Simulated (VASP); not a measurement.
VASP runs on Te$_{2}$Pt share one base input (PBE GGA, plane waves, VASP's PBE PAW potentials (set 64)) and change the settings named in each case.

KPOINTS:
```
Automatic mesh
0
Gamma
8 8 1
0 0 0
```

### INCAR
```
ALGO  =  Normal
EDIFF  =  1E-6
ENCUT  =  300
GGA  =  PE
ISIF  =  2
ISMEAR  =  -1
LASPH  =  .TRUE.
LCHARG  =  .FALSE.
LMAXMIX  =  6
LREAL  =  .FALSE.
LWAVE  =  .FALSE.
NELM  =  100
PREC  =  Accurate
SIGMA  =  0.1
SYSTEM  =  Te2Pt
```

### POSCAR
```
Te2Pt
1.0
  4.0135650000   0.0000000000   0.0000000000
 -2.0067830000   3.4758500000   0.0000000000
  0.0000000000   0.0000000000  17.2632730000
Pt Te
1 2
Cart
  0.0000000000   0.0000000000   8.6316365000
 -0.0000023401   2.3172344919  10.2632747476
  2.0067843401   1.1586155081   6.9999982524
```

POTCAR, in this order: Pt Te (PBE.64 set). Program: vasp_std.

```csv
change,E(σ→0) (eV/atom),−TS (eV)
base run,-4.3304,-0.0376
GGA = PS,-4.7521,-0.0390
"GGA_COMPAT = .FALSE., LNONCOLLINEAR = .TRUE., LSORBIT = .TRUE., MAGMOM = 0.0 0.0 0.0 0.0 0.0 0.0 0.0 0.0 0.0, program vasp_ncl",-4.5167,-0.0441
KPOINTS 5×5×1 Γ-centred mesh,-4.3093,-0.0499
```
 Energies of different potentials or functionals have different zeros.  The cell holds a wide vacuum, so values per volume refer to the whole cell. Unless said otherwise, spin-orbit coupling is left out, though it shifts the bands of the heavy elements here.

Left out are runs that ran out of time, are held back, or changed the cell or the kind of run, fixed moments of cells without a moment, rows past the twelfth, gaps on odd meshes, pressures of charged cells and columns that move by less than the noise.

The cell is a sheet or thin cut with vacuum, built from a generated structure.
